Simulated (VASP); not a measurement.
Consider the following.

```yaml
crystal:
  lattice:
    - [0.00000, 2.59000, 2.59000]
    - [2.59000, 0.00000, 2.59000]
    - [2.59000, 2.59000, 0.00000]
  atoms:
    - { symbol: Sr, position: [0.00000, 0.00000, 0.00000] }
    - { symbol: O, position: [0.50000, 0.50000, 0.50000] }
```

Computed with revTPSS meta-GGA, VASP's PBE PAW potentials (set 64) (plane waves; VASP). Settings: 520 eV cut-off, 10×10×10 Γ-centred mesh, tetrahedra with Blöchl corrections, potentials Sr_sv O.

### Question
Estimate the energy per atom (σ→0), band gap (over mesh and band path) with the smallest direct gap where there is one.

### Answer

```
Quantity                                                Value
---------------------------------------------  --------------
band gap (over mesh and band path)                    3.27 eV
smallest direct gap (over mesh and band path)         3.38 eV
energy per atom (σ→0)                          -2.005 eV/atom
```

Only differences to runs with the same potentials and settings are physical.

The compound is SrO in the rock salt structure. It was relaxed first.
